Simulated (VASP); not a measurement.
Data:

```xyz
2
Lattice="0.0000 2.8653 2.8653 2.8653 0.0000 2.8653 2.8653 2.8653 0.0000" Properties=species:S:1:pos:R:3 pbc="T T T"
Be     2.8653     2.8653     5.7306
Te     1.4327     1.4327     1.4327
```

The numbers are results of MS2 meta-GGA, VASP's PBE PAW potentials (set 64) (plane waves; VASP 6.6.1), not measurements. Numerical set-up: 520 eV cut-off, 8×8×8 Γ-centred mesh, Gaussian smearing of 0.050 eV, potentials Be Te.

Unless said otherwise, spin-orbit coupling is left out, though it shifts the bands of the heavy elements here.

Q: Estimate the energy per atom (σ→0), pressure, band gap (on the k-mesh) with the smallest direct gap where there is one.

A: 
band gap (on the k-mesh): 2.45 eV
smallest direct gap (on the k-mesh): 4.14 eV
energy per atom (σ→0): -2.355 eV/atom
pressure: -3.18 GPa

The absolute energy has meaning only against runs of the same code, potentials and settings.

The compound is BeTe in the zinc blende structure. This cell is one point of a volume scan, at 1.06 of the reference volume.
